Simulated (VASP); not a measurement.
Consider the following.

```xyz
2
Lattice="3.6830 0.0000 0.0000 0.0000 3.6830 0.0000 0.0000 0.0000 3.6830" Properties=species:S:1:pos:R:3 pbc="T T T"
Ho     0.0000     0.0000     0.0000
In     1.8415     1.8415     1.8415
```

Method: PBEsol GGA, VASP's PBE PAW potentials (set 64) (plane waves; VASP 6.6.1). Settings: 400 eV cut-off, Gaussian smearing of 0.050 eV, potentials Ho_3 In_d.

The 4f electrons are frozen in the core of the lanthanide potential, so 4f levels, which can set the real gap, and their magnetism are missing.

### Question
Give the energies of bands 9 to 14 at the high-symmetry points, in eV from the Fermi level.

### Answer

| band | Γ | X | M | R |
|---|---|---|---|---|
| 9 | -8.52 | -5.77 | -5.40 | -2.71 |
| 10 | -0.37 | -4.55 | -1.44 | -2.71 |
| 11 | -0.37 | 0.09 | -1.44 | -2.71 |
| 12 | 3.23 | 0.69 | -0.60 | -2.42 |
| 13 | 3.23 | 0.69 | 2.45 | 4.17 |
| 14 | 3.23 | 4.06 | 2.45 | 4.17 |

It has no gap at this level: it comes out as a metal or semimetal.

The structure comes from a measured HoIn entry (Pm-3m) of the Crystallography Open Database, whose conditions weren't checked. It was relaxed first, which changed the volume by -7 %.
